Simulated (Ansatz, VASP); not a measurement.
# Nb in two plane-wave programs

Wanted: the spread between two codes on one cell, functional and k mesh. The cell is a member of a volume series, scaled by 0.94 from a relaxed one, so a pressure remains.

Main program and level: Ansatz 0.2.0; plane waves, with VASP 6.6.1 beside it; single point at r2SCAN.

## (1) Starting point

Symmetry: Im-3m, No. 229, cubic system. Conventional cell: a = 3.234 Å, b = 3.234 Å, c = 3.234 Å, α = 90.00°, β = 90.00°, γ = 90.00°. Nearest to Nb lie 8 Nb at 2.80 Å.

Structure file:

```xyz
1
Lattice="-1.6172 1.6172 1.6172 1.6172 -1.6172 1.6172 1.6172 1.6172 -1.6172" Properties=species:S:1:pos:R:3 pbc="T T T"
Nb    0.0000    0.0000    0.0000
```

## (2) VASP: single point, r2SCAN, volume scaled by 0.94

A single point gives forces, pressure and levels at one fixed geometry, so differences don't come from the geometry; what else differs is listed under the comparison.

Lines of VASP's logs that name or quote its potential files are left out, and so is its time.

The input, INCAR:

```
SYSTEM = Nb
PREC = Accurate
ENCUT = 400
EDIFF = 1E-06
NELM = 100
ISMEAR = 1
SIGMA = 0.2
LREAL = .FALSE.
ALGO = Normal
METAGGA = R2SCAN
LASPH = .TRUE.
NBANDS = 12
LORBIT = 11
LWAVE = .FALSE.
LCHARG = .FALSE.
KPAR = 2
ISIF = 2
```

The input, POSCAR:

```
Nb
1.0
   -1.6171752471      1.6171752471      1.6171752471
    1.6171752471     -1.6171752471      1.6171752471
    1.6171752471      1.6171752471     -1.6171752471
Nb
1
Direct
    0.0000000000      0.0000000000      0.0000000000
```

The input, KPOINTS:

```
Automatic mesh
0
Gamma
8 8 8
0 0 0
```

Potentials, in the order of the species: Nb_sv (PBE family, release 64).

Launch:

```console
$ mpirun -np 2 vasp_std
```

Numbers of over 12 decimals in the logs are rounded to 6 here.

The log of the run:

```text
[banner, memory and clock lines left out]
running    2 mpi-ranks, on    1 nodes
 distrk:  each k-point on    1 cores,    2 groups
 distr:  one band on    1 cores,    1 groups

 POSCAR found type information on POSCAR Nb
 POSCAR found :  1 types and       1 ions
|                                                                             |
|               ----> ADVICE to this user running VASP <----                  |
|                                                                             |
|     You enforced a specific xc type in the INCAR file but a different       |
|     [... a line on the potential file left out ...]
|     I HOPE YOU KNOW WHAT YOU ARE DOING!                                     |
|                                                                             |

 LDA part: xc-table for (None), standard interpolation
 POSCAR, INCAR and KPOINTS ok, starting setup
 FFT: planning ... GRIDC
 FFT: planning ... GRID_SOFT
 FFT: planning ... GRID
 WAVECAR not read
 entering main loop
       N       E                     dE             d eps       ncg     rms          rms(c)
DAV:   1     0.770168463584E+02    0.77017E+02   -0.63600E+03   720   0.914E+02
DAV:   2    -0.276550936600E+02   -0.10467E+03   -0.10077E+03   804   0.346E+02
DAV:   3    -0.313988198788E+02   -0.37437E+01   -0.35495E+01  1032   0.548E+01
DAV:   4    -0.315715311634E+02   -0.17271E+00   -0.17225E+00   924   0.116E+01
DAV:   5    -0.315765877032E+02   -0.50565E-02   -0.50560E-02  1024   0.170E+00    0.117E+01
DAV:   6    -0.248104284224E+02    0.67662E+01   -0.29454E+00   900   0.217E+01    0.162E+00
DAV:   7    -0.248137278761E+02   -0.32995E-02   -0.12650E-01  1036   0.433E+00    0.861E-01
DAV:   8    -0.248251795560E+02   -0.11452E-01   -0.32182E-02  1104   0.211E+00    0.660E-01
DAV:   9    -0.248290850744E+02   -0.39055E-02   -0.69564E-03   864   0.986E-01    0.173E-01
DAV:  10    -0.248289310156E+02    0.15406E-03   -0.12905E-03  1096   0.483E-01    0.461E-02
DAV:  11    -0.248289136466E+02    0.17369E-04   -0.62689E-05  1048   0.887E-02    0.515E-03
DAV:  12    -0.248289111837E+02    0.24629E-05   -0.32150E-06   888   0.223E-02    0.107E-02
DAV:  13    -0.248289115014E+02   -0.31763E-06   -0.40011E-07   472   0.994E-03
   1 F= -.24828912E+02 E0= -.24830211E+02  d E =0.389765E-02
```

From OUTCAR (step 2):

```text
ion  position               nearest neighbor table
   1  0.000  0.000  0.000-

  LATTYP: Found a body centered cubic cell.
 ALAT       =     3.2343504942

 Subroutine GETGRP returns: Found 48 space group operations
 (whereof 48 operations were pure point group operations)

The static configuration has the point symmetry O_h .

 Found     29 irreducible k-points:

   k-points           NKPTS =     29   k-points in BZ     NKDIM =     29   number of bands    NBANDS=     12

   dimension x,y,z NGX =    18 NGY =   18 NGZ =   18
   dimension x,y,z NGXF=    36 NGYF=   36 NGZF=   36

   ENCUT  =  400.0 eV  29.40 Ry    5.42 a.u.   4.57  4.57  4.57*2*pi/ulx,y,z

   NELECT =      13.0000    total number of electrons

 k-points in reciprocal lattice and weights: Automatic mesh
   0.00000000  0.00000000  0.00000000       0.002
   0.12500000  0.00000000  0.00000000       0.023
   0.25000000  0.00000000  0.00000000       0.023
   0.37500000  0.00000000  0.00000000       0.023
   0.50000000  0.00000000  0.00000000       0.012
   0.12500000  0.12500000  0.00000000       0.047
   0.25000000  0.12500000 -0.00000000       0.094
   0.37500000  0.12500000  0.00000000       0.094
   0.25000000  0.25000000  0.00000000       0.047
[...]
0.50000000  0.50000000  0.37500000       0.023
   0.50000000  0.50000000  0.50000000       0.002

 average (electrostatic) potential at core
       1 -80.9254

 E-fermi :  11.8762

 k-point     1 :       0.0000    0.0000    0.0000
  band No.  band energies     occupation
      1     -44.0734      2.00000
      2     -18.4570      2.00000
      3     -18.4570      2.00000
      4     -18.4570      2.00000
      5       5.6725      2.00000
      6      12.4481     -0.00040
      7      12.4481     -0.00040
      8      12.4482     -0.00040
      9      15.7716     -0.00000
     10      15.7716     -0.00000
    ...

 k-point     2 :       0.1250    0.0000    0.0000
  band No.  band energies     occupation
      1     -44.0243      2.00000
      2     -18.7337      2.00000
      3     -18.5392      2.00000
      4     -18.4599      2.00000
      5       6.3674      2.00000
      6      12.0159      0.08100
      7      12.2885     -0.01303
      8      13.1364     -0.00000
      9      15.2312     -0.00000
     10      15.7751     -0.00000
    ...

 k-point     3 :       0.2500    0.0000    0.0000
  band No.  band energies     occupation
    ...
      3     -18.7326      2.00000
      4     -18.4670      2.00000
      5       7.7796      2.00000
      6      11.1288      2.00000
      7      11.9173      0.65992
      8      15.0583     -0.00000
      9      15.1730     -0.00000
     10      15.9301      0.00000
     11      27.4106      0.00000
     12      29.4816      0.00000

  Total        1.3448733      1.3448733      1.3448733     -0.0000000     -0.0000000     -0.0000000
  in kB      127.3681113    127.3681113    127.3681113     -0.0000000     -0.0000000     -0.0000000
  external PRESSURE =     127.3681113 kB  Pullay stress =       0.0000000 kB

  energy-cutoff  :      400.00
  volume of cell :       16.92
      direct lattice vectors                 reciprocal lattice vectors
    -1.617175247  1.617175247  1.617175247     0.000000000  0.309181087  0.309181087
     1.617175247 -1.617175247  1.617175247     0.309181087  0.000000000  0.309181087
     1.617175247  1.617175247 -1.617175247     0.309181087  0.309181087  0.000000000

 POSITION                                       TOTAL-FORCE (eV/Angst)
 -----------------------------------------------------------------------------------
      0.00000      0.00000      0.00000         0.000000      0.000000      0.000000
 -----------------------------------------------------------------------------------
    total drift:                                0.000000      0.000000      0.000000

  FREE ENERGIE OF THE ION-ELECTRON SYSTEM (eV)
  ---------------------------------------------------
  free  energy   TOTEN  =       -24.8289115014 eV

  energy  without entropy=      -24.8328091470  energy(sigma->0) =      -24.83021072

 total charge
# of ion       s       p       d       tot
------------------------------------------
    1        2.233   6.012   2.560  10.805

[... 3 further parts left out ...]
```

This run has no spin polarisation. Its electron count is odd, so without a moment it is a metal by construction. The k-mesh is coarse for a metal. The scan keeps the cell's shape and the fractional positions fixed.

## (3) Ansatz: single point, r2SCAN, volume scaled by 0.94

Ansatz runs on its default PAW (the set named soft_2) files.

The same cell, functional, mesh and smearing now go to Ansatz, which takes its cutoff from its data sets.

The input, input.yaml:

```yaml
crystal:
  lattice:
    - [-1.6171752471, 1.6171752471, 1.6171752471]
    - [1.6171752471, -1.6171752471, 1.6171752471]
    - [1.6171752471, 1.6171752471, -1.6171752471]
  atoms:
    - { symbol: Nb, position: [0.0, 0.0, 0.0] }
hamiltonian:
  xc: r2scan
  pseudopotentials: { kind: paw }
kpoints:
  mp_grid: { grid: [8, 8, 8] }
scf:
  occupations: { method: methfessel_paxton, width: 0.2 }
  n_extra_bands: 4
output:
  forces: true
  stress: true
  eigenvalues: true
```

Launch:

```console
$ ansatz run input.yaml --threads 2 --pin off --max-ram 4608MiB --backend cpu --events-out ev --progress --plain --runs-dir out
```

The log of the run:

```text
scf.n_extra_bands = 4 over 7 filled bands (N_el = 13.0): the run solves 11 bands
Engine: ansatz 0.2.0, aarch64-unknown-linux-gnu
Pseudopotentials: kind: paw
Pseudopotential: Nb, paw, valence charge 13, recommended cutoff 500 eV (meta_gga), Nb.paw.azcp
Functional definition: r2SCAN
  parameter k0 = 0.174
  parameter k1 = 0.065
  parameter a1 = 4.9479
  exchange = r2scan_x(k0 = k0, k1 = k1, a1 = a1)
  correlation = r2scan_c
Crystal: 1 atoms, lattice volume = 16.917 Å³
Basis set: ecut = 500 eV, 429 PW (Γ), exchange–correlation on 96×96×96 points (64 copies of the dense FFT grid, shifted against one another)
Bands: 11, of which v1, the nominal top of the filled ones, is band 7 counted from 1 (6 counted from 0)
Symmetry: 48 space group operations
Space group: Im-3m (ITA 229), of the structure as read, at distance tolerance 2.6e-5 Å
k-points: 29 of 512
Non-local potential: Nb, projectors of the file, l = 0: 3, l = 1: 2, l = 2: 2, l = 3: 1
PAW form: soft (Blöchl's): semilocal exchange-correlation on the pseudo side does not see the compensation charge
PAW frozen core: Nb, regenerated for the run's functional (the file was generated under x = pbe(κ = 0.804, μ = 0.219515), c = pbe(β = 0.066725))
PAW one-centre angular grid: Nb, 590 points (default); XC on 160 Gauss nodes
Initial density: superposition of atomic densities (neutral atoms: chi_scale 0, normalization atom), corrected by the library's trained network
Initial wavefunctions: pseudopotential atomic-orbital guess
Functional: x = r2scan, c = r2scan; τ floored in thin density (d = 2e-4 eV/Å³)
SCF iter   1: F=—  HF=-4563.614104 eV  |F-HF|=—  |Δ(HF+E_count)|=         —  Δρ=1.18e-2  dr2=1.95e-2  dr2_τ=1.12e-2  ethr=1.77e-3  ⟨swp⟩=5.0  Hψ=1854  notcnv=0
preconditioner: auto → none  [metal: Δε(μ)=0.073 eV  Ē_g=8.566 eV  σ=0.200 eV  W_gap=0.30  n_scr=0 (ndim 8)  ℏωp=20.2 eV  f_vac=0.000  D(μ)=1.28/eV (n_scr^D=12)]
SCF iter   2: F=—  HF=-4563.612236 eV  |F-HF|=—  |Δ(HF+E_count)|=   1.87e-3  S|Δr|=    0.00e0  Δρ=4.09e-3  dr2=1.13e-3  dr2_τ=6.91e-4  ethr=1.50e-4  ⟨swp⟩=2.0  Hψ=689  notcnv=0
SCF iter   3: F=—  HF=-4563.612736 eV  |F-HF|=—  |Δ(HF+E_count)|=   4.99e-4  S|Δr|=    0.00e0  Δρ=1.59e-3  dr2=1.56e-4  dr2_τ=2.07e-5  ethr=8.65e-6  ⟨swp⟩=1.6  Hψ=377  notcnv=0
SCF iter   4: F=—  HF=-4563.612863 eV  |F-HF|=—  |Δ(HF+E_count)|=   1.27e-4  S|Δr|=    0.00e0  Δρ=8.61e-5  dr2=6.20e-7  dr2_τ=6.91e-8  ethr=1.20e-6  ⟨swp⟩=2.5  Hψ=453  notcnv=0
SCF iter   5: F=—  HF=-4563.612864 eV  |F-HF|=—  |Δ(HF+E_count)|=   1.50e-6  S|Δr|=    0.00e0  Δρ=1.62e-5  dr2=1.93e-8  dr2_τ=1.53e-8  ethr=7.69e-10  ⟨swp⟩=6.9  Hψ=1623  notcnv=0
SCF iter   6: F=-4563.612864 eV  HF=-4563.612864 eV  |F-HF|=2.09e-11  |Δ(HF+E_count)|=   1.81e-9  S|Δr|=    0.00e0  Δρ=2.76e-6  dr2=4.97e-10  dr2_τ=1.30e-10  ethr=1.48e-10  ⟨swp⟩=2.0  Hψ=994  notcnv=0
SCF 1 converged in 6 iterations: F = -4563.612864 eV  dr2 = 4.97e-10
  greatest PAW one-centre occupation: 1.000 electrons in one spin orbital (limit 2), on the Nb atom at site 0 (counted from 0), in its partial waves of l = 0
SCF converged after 6 iterations
Stability not checked: this state was not tested for a lower state beside it, because cold or Methfessel-Paxton smearing, or corrected tetrahedra, fill the levels in a way that the test cannot read (fill_not_monotonic; see scf.lower_state_search)
Free energy (F): -4563.612864 eV
Harris-Foulkes:  -4563.612864 eV  (|F-HF|=2.09e-11)
Internal energy: -4563.616704 eV  (E = F + TS)
E sigma→0 (E₀):  -4563.613824 eV
Entropy (-TS):   0.003840 eV (3.840 meV/atom)
Fermi energy:    18.902655 eV
--- Per-component energies (eV) ---
  E_band       = -61.111863
  E_kinetic    = 396.948357
  E_local      = -653.854276  (includes V_loc(G=0)·N_el)
  E_nonlocal   = 119.751147
  E_hartree    = 203.989026
  E_xc         = -170.701318
  E_vxc        = -238.347927  (∫ρ·V_xc dr)
  E_paw        = -3090.469277  (= ΣΔE_a)
  E_vpaw       = -108.617503  (= ΣTr[D̂ρ^β])
  E_aug_tail   = 0.000004  (compensation charges beyond the density's cutoff)
  E_vtau       = 15.029826  (kinetic-family band-sum trace: ∫τ·v_τ [+ j·A + Jᵃ·Aᵃ] dr)
  E_ewald      = -1369.087935
  E_core_change = -0.192431  (= ΣΔE_core)
  E_smearing   = 0.003840  (= −TS)
  E_closure    = -0.000000  (closes the sum)
  Σ components = -4563.612864   (vs F -4563.612864, Δ=0.00e0)
--- Forces (eV/Å), atoms counted from 1 ---
  atom   1  Nb    -0.00000000    -0.00000000    -0.00000000
  max |Σ_I F_I| component: 5.96e-32 eV/Å
--- Stress (GPa, compression-positive) ---
       13.377306       0.000000       0.000000
       -0.000000      13.377306      -0.000000
       -0.000000       0.000000      13.377306
  P = ⅓ Tr σ = 13.3773 GPa (133.773 kbar)
--- Band table (eV; the first three rows and the last of 29) ---
  k-point 0: bands = [... 3 lower, -11.4256, 12.7114, 19.4701, 19.4701, 19.4701, 22.7920, 22.7920, 33.9723]
  k-point 1: bands = [... 3 lower, -11.4285, 13.4053, 19.0381, 19.3109, 20.1583, 22.2513, 22.7953, 34.4940]
  k-point 2: bands = [... 3 lower, -11.4356, 14.8134, 18.1514, 18.9429, 22.0790, 22.1935, 22.9499, 34.3279]
  k-point 28: bands = [... 3 lower, -12.6002, 14.7575, 14.7575, 25.3520, 25.3520, 25.3520, 29.1646, 29.1646]
```

It took 1.8 s on 2 threads of Arm Neoverse N1, shared host; peak memory 0.3 GiB.

The column dr2 measures how far the density is from self-consistency, as an energy; F and HF (Harris–Foulkes) agree once it is small.

The run ends at a pressure of 13.38 GPa.

## (4) Differences

Known differences besides the potentials themselves: VASP keeps PBE cores, Ansatz makes them for the functional; the cutoff is 500 eV in Ansatz and 400 eV in VASP. Total energies have different zeros and are not compared.

Both answers:

```
                                        quantity  Ansatz   VASP  difference
                                  pressure (GPa)   13.38  12.74       +0.64
pressure without Ansatz's Pulay correction (GPa)   13.28  12.74       +0.55
```

Ansatz's pressure holds a Pulay correction of 0.09 GPa; VASP's holds none.

## (5) Summary of results

| Quantity | Value |
| --- | --- |
| difference in pressure (single point, r2SCAN, volume scaled by 0.94) | 0.64 GPa |

**Reading.** The difference in pressure is 0.64 GPa (single point, r2SCAN, volume scaled by 0.94), within the 1 GPa picked in this series as the mark of a large difference. How closely two codes agree says nothing of how well the functional describes the real material.

[Lines on the potential files, build, host, timing and source positions are cut from VASP's logs without a mark.]

[Logs are printed without paths, hosts, clocks, repeated set-up lines and the standing remarks that a program may print on its own settings, such as how far it seeks lower states.]

[Hosts, paths, dates, database ids (printed as entryN), source tags and the programs' standing remarks are cut or masked in the printed files.]
